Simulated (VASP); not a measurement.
Given:

```xyz
4
Lattice="3.4666 0.0000 0.0000 0.0000 3.4666 0.0000 0.0000 0.0000 3.4666" Properties=species:S:1:pos:R:3 pbc="T T T"
Si     0.0000     0.0000     0.0000
Ni     0.0000     1.7333     1.7333
Ni     1.7333     0.0000     1.7333
Ni     1.7333     1.7333     0.0000
```

Level of theory: PBE GGA with D3 dispersion (Becke-Johnson damping), VASP's PBE PAW potentials (set 64) (plane waves; VASP). Run with 520 eV cut-off, 10×10×10 Γ-centred mesh, tetrahedra with Blöchl corrections, potentials Si Ni.

The cores are frozen, which limits the accuracy of field gradients.

**Question.** Give the principal components of the electric field gradient (V/Å²) and the asymmetry η at each nucleus.

**Answer.** 
```json
[
 {"atom": "Si1", "Vxx": "0.0", "Vyy": "0.0", "Vzz": "0.0", "η": "-"},
 {"atom": "Ni2", "Vxx": "22.5", "Vyy": "22.5", "Vzz": "-45.1", "η": "0.00"},
 {"atom": "Ni3", "Vxx": "22.5", "Vyy": "22.5", "Vzz": "-45.1", "η": "0.00"},
 {"atom": "Ni4", "Vxx": "22.5", "Vyy": "22.5", "Vzz": "-45.1", "η": "0.00"}
]
```

The compound is Ni3Si in the L1_2 structure. It was relaxed first. The run is not spin-polarised, so no magnetic state was tried.
